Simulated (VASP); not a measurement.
Crystal: Al.

```
Al
1.0
     0.00000    2.02481    2.02481
     2.02481    0.00000    2.02481
     2.02481    2.02481    0.00000
Al
1
Direct
  0.00000 0.00000 0.00000
```

* Program: VASP 6.6.1
* Task: relaxation of cell and atoms
* Functional: PBE
* Dispersion: D3(BJ)
* Potentials or basis: VASP PAW PBE potentials, release 64 (Al)
* Cutoff: 520 eV
* k mesh: 18 × 18 × 18
* Occupations: gaussian, width 0.1 eV
* Spin: no spin polarisation

At the start: pressure -3.8 GPa; volume 16.60 Å³/atom.

Task: How do energy, volume and symmetry change on relaxing?

Result: Over 3 steps the energy falls by 10.4 meV/atom and the volume is 15.78 Å³/atom (-5.0 %); space group Fm-3m (No. 225, to 0.05 Å).

The path:
| step | energy change (eV) | largest force (eV/Å) | pressure (GPa) | volume (Å³) |
| --- | --- | --- | --- | --- |
| 1 | 0.0000 | 0.0000 | -3.85 | 16.60 |
| 2 | -0.0101 | 0.0000 | 0.65 | 15.66 |
| 3 | -0.0104 | 0.0000 | 0.01 | 15.78 |

Final structure:
```cif
data_structure
_symmetry_space_group_name_H-M 'P 1'
_symmetry_Int_Tables_number 1
_cell_length_a 2.8154
_cell_length_b 2.8154
_cell_length_c 2.8154
_cell_angle_alpha 60.000
_cell_angle_beta 60.000
_cell_angle_gamma 60.000
_cell_volume 15.78
loop_
_atom_site_label
_atom_site_type_symbol
_atom_site_fract_x
_atom_site_fract_y
_atom_site_fract_z
_atom_site_occupancy
Al1 Al 0.00000 0.00000 0.00000 1
```

Caveat: pairwise dispersion overbinds metals, which lowers pressure and volume.
